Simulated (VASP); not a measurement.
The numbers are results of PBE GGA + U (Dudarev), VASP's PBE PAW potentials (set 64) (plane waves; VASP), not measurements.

The input files of a VASP run:

### INCAR
```
# general
SYSTEM    = TiCo
PREC      = Accurate
ENCUT     = 400
LREAL     = .FALSE.
LASPH     = .TRUE.

# electronic loop
EDIFF     = 1E-6
NELM      = 100
ALGO      = Normal
LMAXMIX   = 4

# smearing
ISMEAR    = 1
SIGMA     = 0.1

# functional
GGA       = PE

# DFT+U
LDAU      = .TRUE.
LDAUTYPE  = 2
LDAUL     = 2 2
LDAUU     = 4.0 4.0
LDAUJ     = 0 0
LDAUPRINT = 1

# ions
ISIF      = 2

# output
LWAVE     = .FALSE.
LCHARG    = .FALSE.
LORBIT    = 10
```

### KPOINTS
```
Automatic mesh
0
Gamma
11 11 11
0 0 0
```

File POSCAR:
```
TiCo
1
    2.9900000000     0.0000000000     0.0000000000
    0.0000000000     2.9900000000     0.0000000000
    0.0000000000     0.0000000000     2.9900000000
Ti Co
1 1
Direct
  0.0000000000   0.0000000000   0.0000000000
  0.5000000000   0.5000000000   0.5000000000
```

POTCAR, in this order: Ti_sv Co (PBE.64 set). Program: vasp_std.

Q: What does the run give for the energy per atom (σ→0), pressure, band gap (on the k-mesh)?

A: 
energy per atom (σ→0): -4510 meV/atom
band gap (on the k-mesh): none (metal, semimetal or under 0.01 eV)
pressure: -1.23 GPa

OSZICAR:
```
...
DAV:  10    -0.903473279843E+01    0.46480E-01   -0.88891E-01  2342   0.108E+01    0.124E+00
DAV:  11    -0.902268314425E+01    0.12050E-01   -0.14040E-01  2424   0.403E+00    0.430E-01
DAV:  12    -0.902125970880E+01    0.14234E-02   -0.43380E-03  2230   0.684E-01    0.211E-01
DAV:  13    -0.902098251352E+01    0.27720E-03   -0.17938E-03  2400   0.391E-01    0.298E-02
DAV:  14    -0.902098523366E+01   -0.27201E-05   -0.38549E-05  1672   0.700E-02    0.255E-02
DAV:  15    -0.902098278356E+01    0.24501E-05   -0.37050E-05  2420   0.589E-02    0.595E-03
DAV:  16    -0.902098263503E+01    0.14853E-06   -0.18909E-06  1172   0.130E-02
   1 F= -.90209826E+01 E0= -.90209484E+01  d E =-.102654E-03
```

The compound is TiCo in the CsCl type structure. The cell was not relaxed at this level. The run is one of a series of settings (LDAU = .TRUE., LDAUJ = 0 0, LDAUL = 2 2, LDAUTYPE = 2, LDAUU = 4.0 4.0 against the base run), some of them coarse on purpose. The run is not spin-polarised, so no magnetic state was tried. The electron count is odd and the run is not spin-polarised, which forces a metal.
